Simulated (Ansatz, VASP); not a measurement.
## Co: VASP beside Ansatz

Wanted: the spread between two codes on one cell, functional and k mesh. The cell is a member of a volume series, scaled by 0.98 from a relaxed one, so a pressure remains. Valence electrons are named where the data sets of a main pair hold unlike numbers.

Method: plane waves, with VASP 6.6.1 beside it; zone-centre phonons at LDA, in Ansatz 0.2.0.

## Step 1: The structure

The structure is hexagonal, space group P6_3/mmc (No. 194). Conventional cell: a = 2.412 Å, b = 2.412 Å, c = 3.883 Å, α = 90.00°, β = 90.00°, γ = 120.00°. Nearest to Co lie 12 Co at 2.39 to 2.41 Å.

As a file:

```cif
data_structure
_symmetry_space_group_name_H-M 'P6_3/mmc'
_symmetry_Int_Tables_number 194
_cell_length_a 2.4116
_cell_length_b 2.4116
_cell_length_c 3.8829
_cell_angle_alpha 90.000
_cell_angle_beta 90.000
_cell_angle_gamma 120.000
_cell_volume 19.56
loop_
_atom_site_label
_atom_site_type_symbol
_atom_site_symmetry_multiplicity
_atom_site_Wyckoff_symbol
_atom_site_fract_x
_atom_site_fract_y
_atom_site_fract_z
_atom_site_occupancy
Co1 Co 2 c 0.33333 0.66667 0.25000 1
```

## Step 2: Ansatz: zone-centre phonons, LDA, volume scaled by 0.98

Ansatz runs on its default PAW (the set named soft_2) files.

Second derivatives magnify differences that forces hide, and they need a tight electronic threshold.

The input, input.yaml:

```yaml
crystal:
  lattice:
    - [2.4116362695, 0.0, 0.0]
    - [-1.2058181348, 2.0885382743, 0.0]
    - [0.0, 0.0, 3.8828675191]
  atoms:
    - { symbol: Co, position: [0.33333333, 0.66666667, 0.25], spin: 2.0 }
    - { symbol: Co, position: [0.66666667, 0.33333333, 0.75], spin: 2.0 }
hamiltonian:
  xc: lda
  pseudopotentials: { kind: paw }
magnetization:
  spin_polarized: true
kpoints:
  mp_grid: { grid: [24, 24, 14] }
scf:
  occupations: { method: gaussian, width: 0.05 }
phonons:
  method: dfpt
  qpoints: [[0, 0, 0]]
```

Command:

```
$ ansatz run input.yaml --threads 4 --pin off --max-ram 9216MiB --backend cpu --events-out ev --progress --plain --runs-dir out
```

Numbers of over 12 decimals in the logs are rounded to 6 here.

What it wrote:

```text
zone centre: on kpoints.mp_grid the ground state, and the responses unless they are solved on pairs of k-points, stand on 1256 of the mesh's 8064 k-points, reduced under 4 symmetry operations, with k and −k counted as one. Each operation leaves every solved displacement unchanged or reverses it
Engine: ansatz 0.2.0, aarch64-unknown-linux-gnu
Pseudopotentials: kind: paw
Pseudopotential: Co, paw, valence charge 17, recommended cutoff 420 eV (normal), Co.paw.azcp
Functional definition: SPW92
  exchange = slater_x
  correlation = pw_c
Crystal: 2 atoms, lattice volume = 19.557 Å³
Basis set: ecut = 420 eV, 379 PW (Γ), exchange–correlation on 36×36×60 points (8 copies of the dense FFT grid, shifted against one another)
Bands: 23, of which v1, the nominal top of the filled ones, is band 17 counted from 1 (16 counted from 0)
Symmetry: 24 space group operations
Space group: P63/mmc (ITA 194), of the structure as read, at distance tolerance 2.7e-5 Å
Magnetic group: BNS 194.263 (UNI 1493), of the structure as read, at distance tolerance 2.7e-5 Å
k-points: 488 of 8064
Non-local potential: Co, projectors of the file, l = 0: 3, l = 1: 2, l = 2: 3, l = 3: 1
PAW form: soft (Blöchl's): semilocal exchange-correlation on the pseudo side does not see the compensation charge
PAW frozen core: Co, regenerated for the run's functional, and the local potential with it (the file was generated under x = pbe(κ = 0.804, μ = 0.219515), c = pbe(β = 0.066725))
PAW one-centre angular grid: Co, 590 points (default); XC on 64 Gauss nodes
Initial density: superposition of atomic densities (chi_scale 0.1, normalization cell)
Starting moments: Σ|m| = 4 μB on 2 of 2 sites
Initial wavefunctions: pseudopotential atomic-orbital guess
Functional: x = slater, c = lda
SCF 1 converged in 11 iterations: F = -10125.527376 eV  dr2 = 7.50e-11
  greatest PAW one-centre occupation: 1.002 electrons in one spin orbital (limit 2), on the Co atom at site 1 (counted from 0), in its partial waves of l = 1
a single point of the input's cell can leave the moments in the input for a lower state (scf.lower_state_search): this run first made a single point of its cell. This run's own SCFs start from the density of the state that the single point found, with the moments in the input. The single point stayed on the moments in the input.
k-points: 1256 of 8064 (irreducible under 4 space group operations, time reversal used)
Initial density: read from a saved state, or passed on in memory by an earlier SCF of this step, an earlier step, the calling program or the single point that the run made first
Stability of the state it starts from, as read at its close in the collinear treatment: not read negative (Ritz values of 1 − χ₀K, real part plus size of imaginary part, from 0.84 to 0.92, by its mixing steps under the symmetry group of the SCF that read it); its run was given moments
Starting moments: Σ|m| = 4 μB on 2 of 2 sites; this step starts from the density that it was given
iter 1 solved again at ethr=3.47e-9 eV; its pass at ethr=3.10e-3 eV (dr2=1.18e-6 eV) is discarded
SCF iter   1: F=—  HF=-10125.527376 eV  |F-HF|=—  |Δ(HF+E_count)|=         —  Δρ=8.39e-7 (↑6.46e-7 ↓8.39e-7)  dr2=8.91e-11  dr2_m=7.16e-12  M=2.993 μB ∫|m|=3.179 μB  β_m=0.65  ethr=3.47e-9  ⟨swp⟩=4.1  Hψ=431438  notcnv=0
preconditioner: auto → none  [metal: Δε(μ)=0.000 eV  Ē_g=10.362 eV  σ=0.050 eV  W_gap=0.00  n_scr=2 (ndim 8)  ℏωp=35.6 eV  f_vac=0.000  D(μ)=1.54/eV (n_scr^D=22)]
SCF iter   2: F=—  HF=-10125.527376 eV  |F-HF|=—  |Δ(HF+E_count)|=   2.67e-8  Δρ=2.23e-7 (↑2.23e-7 ↓1.96e-7)  dr2=2.53e-11  dr2_m=5.43e-13  M=2.993 μB ∫|m|=3.179 μB  β_m=0.45  ethr=1.00e-12  ⟨swp⟩=2.6  Hψ=109771  notcnv=0
SCF iter   3: F=—  HF=-10125.527376 eV  |F-HF|=—  |Δ(HF+E_count)|=  2.18e-11  Δρ=1.94e-7 (↑1.94e-7 ↓1.16e-7)  dr2=3.80e-12  dr2_m=6.71e-13  M=2.993 μB ∫|m|=3.179 μB  β_m=0.45  ethr=1.00e-12  ⟨swp⟩=1.0  Hψ=57776  notcnv=0
SCF iter   4: F=—  HF=-10125.527376 eV  |F-HF|=—  |Δ(HF+E_count)|=  1.64e-11  Δρ=8.81e-8 (↑6.81e-8 ↓8.81e-8)  dr2=3.06e-12  dr2_m=2.34e-13  M=2.993 μB ∫|m|=3.179 μB  β_m=0.68  ethr=1.00e-12  ⟨swp⟩=1.0  Hψ=57776  notcnv=0
SCF iter   5: F=—  HF=-10125.527376 eV  |F-HF|=—  |Δ(HF+E_count)|=  2.00e-11  Δρ=7.81e-8 (↑3.78e-8 ↓7.81e-8)  dr2=1.51e-12  dr2_m=2.49e-13  M=2.993 μB ∫|m|=3.179 μB  β_m=0.83  ethr=1.00e-12  ⟨swp⟩=1.0  Hψ=57776  notcnv=0
SCF iter   6: F=-10125.527376 eV  HF=-10125.527376 eV  |F-HF|=0.00e0  |Δ(HF+E_count)|=  1.09e-11  Δρ=3.41e-8 (↑1.35e-8 ↓3.41e-8)  dr2=2.14e-13  dr2_m=5.56e-14  M=2.993 μB ∫|m|=3.179 μB  ethr=1.00e-12  ⟨swp⟩=4.0  Hψ=227928  notcnv=0
SCF 2 converged in 6 iterations: F = -10125.527376 eV  dr2 = 2.14e-13
DFPT response loops at Γ: preconditioner auto → Kerker (q_TF=auto, 2.992 Å⁻¹) (partly filled bands, converged f_vac=0.000); β = 1.00, the filter's whole step (`scf.mixing.beta` (0.30) is not read by the response loops under this deck's `scf.mixing.preconditioner`; to damp them name `kerker` or `kerker_dos`, under which they read `scf.mixing.beta`, and type it under 1.00, their step now; both keys bind the ground state too); Broyden in place of MSR1
SCF converged after 6 iterations
Magnetization: 2.9928 μB (18.4964 up, 15.5036 down)
Absolute magnetization: 3.1802 μB (∫|ρ↑−ρ↓|, with the PAW one-centre terms)
Spin contamination: 0.0296 ħ² per cell (⟨S²⟩ above its minimum at these occupations)
Per-site moments (μB) at R_I (Å): [(1.539715, 0.985506), (1.539715, 0.985506)]
Free energy (F): -10125.527376 eV
Harris-Foulkes:  -10125.527376 eV  (|F-HF|=0.00e0)
Internal energy: -10125.525447 eV  (E = F + TS)
E sigma→0 (E₀):  -10125.526412 eV
Entropy (-TS):   -0.001929 eV (-0.965 meV/atom)
Fermi energy:    20.653038 eV
--- Per-component energies (eV) ---
  E_band       = -416.071534
  E_kinetic    = 914.528108
  E_local      = -5374.724926  (includes V_loc(G=0)·N_el)
  E_nonlocal   = 918.722932
  E_hartree    = 2258.723887
  E_xc         = -317.670396
  E_vxc        = -412.440414  (∫ρ·V_xc dr)
  E_paw        = -2905.570591  (= ΣΔE_a)
  E_vpaw       = -979.605040  (= ΣTr[D̂ρ^β])
  E_aug_tail   = 0.000072  (compensation charges beyond the density's cutoff)
  E_ewald      = -5620.371034
  E_core_change = 0.836501  (= ΣΔE_core)
  E_smearing   = -0.001929  (= −TS)
  E_closure    = -0.000000  (closes the sum)
  Σ components = -10125.527376   (vs F -10125.527376, Δ=0.00e0)
--- Band table (eV; the first three rows and the last of 2512) ---
  k-point 0 ↑: bands = [... 13 lower, 18.3990, 18.3990, 18.8060, 18.8060, 20.1518, 20.1518, 20.5103, 28.0680, ... 2 higher]
  k-point 1 ↑: bands = [... 13 lower, 18.3810, 18.3810, 18.8481, 18.8481, 20.1495, 20.1495, 20.2933, 28.3872, ... 2 higher]
  k-point 2 ↑: bands = [... 13 lower, 18.3301, 18.3301, 18.9595, 18.9595, 19.7478, 20.1401, 20.1401, 29.2458, ... 2 higher]
  k-point 1255 ↓: bands = [... 13 lower, 18.7630, 20.2674, 20.2674, 22.0224, 22.0224, 24.5475, 24.5475, 32.6248, ... 2 higher]
--- Phonons (Γ-DFPT): 2 representative perturbations + reference, on 1256 of 8064 k-points (Σ response iterations 6) ---
  k mesh reduced under 4 symmetry operations, with k and −k counted as one. Each operation leaves every solved displacement unchanged or reverses it
  ASR residual: 3.313e-5 → 0.000e0 eV/Å²; symmetrization residual: 1.522e-9 eV/Å²
  ASR residual per site (eV/Å²): 3.31e-5 3.31e-5
  Γ frequencies (cm⁻¹): 0.00 0.00 0.00 176.19 176.19 313.55
  non-analytic LO–TO correction: not included (Born effective charges unavailable; polar crystals: no LO–TO splitting at Γ)
--- Phonons (arbitrary-q DFPT): 1 explicit q-point ---
  q = [0, 0, 0] (of the zone-centre solve; hermiticity 2.86e-10, symmetrization 1.24e-10): -0.00 0.00 0.00 176.19 176.19 313.55
  sum rule: each row above includes the acoustic sum rule's correction from the zone centre's row sums; it moved no ω² by more than (0.39 cm⁻¹)²
```

Elapsed: 79 s, on 4 threads of Arm Neoverse V2, shared host; peak memory 3.1 GiB.

(Part 1 of 2 ends here.)

[Lines on the potential files, build, host, timing and source positions are cut from VASP's logs without a mark.]

[Logs are printed without paths, hosts, clocks, repeated set-up lines and the standing remarks that a program may print on its own settings, such as how far it seeks lower states.]

[Hosts, paths, dates, database ids (printed as entryN), source tags and the programs' standing remarks are cut or masked in the printed files.]
